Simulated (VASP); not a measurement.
A convergence study with VASP on LiH (rock salt): one setting is varied, all else stays as given below, so the limit is that of these other settings. ε∞ is the independent-particle value.

```xyz
2
Lattice="0.0000 2.0400 2.0400 2.0400 0.0000 2.0400 2.0400 2.0400 0.0000" Properties=species:S:1:pos:R:3 pbc="T T T"
Li     0.0000     0.0000     0.0000
H      2.0400     2.0400     2.0400
```

These are PBE GGA, VASP's PBE PAW potentials (set 64) (plane waves; VASP 6.6.1) values and carry that method's errors. The tightest run used: 700 eV cut-off, 9×9×9 Γ-centred mesh, Gaussian smearing of 0.050 eV, potentials Li_sv H.

### Question
The settings run are NBANDS = 3; NBANDS = 4; NBANDS = 6; NBANDS = 10; NBANDS = 18; NBANDS = 34; NBANDS = 66; NBANDS = 130. From which on does the mean ε∞ stay within 0.3  of the tightest run?

### Answer
From NBANDS = 4 on: it is off by 0.14 there and by no more than 0.3 in any finer run, while NBANDS = 3 is off by 0.63.
| setting | mean ε∞ | bands | difference judged () |
|---|---|---|---|
| NBANDS = 3 | 3.75 | 3 | 0.63 |
| NBANDS = 4 | 4.23 | 4 | 0.14 |
| NBANDS = 6 | 4.34 | 6 | 0.04 |
| NBANDS = 10 | 4.35 | 10 | 0.02 |
| NBANDS = 18 | 4.36 | 18 | 0.01 |
| NBANDS = 34 | 4.37 | 34 | 0.01 |
| NBANDS = 66 | 4.37 | 66 | 0.00 |
| NBANDS = 130 | 4.37 | 130 | 0.00 |

Left out are rungs that failed or repeat a setting and relaxations that didn't move; long series are thinned to 24 rows.

The compound is LiH in the rock salt structure. The cell was not relaxed at this level.
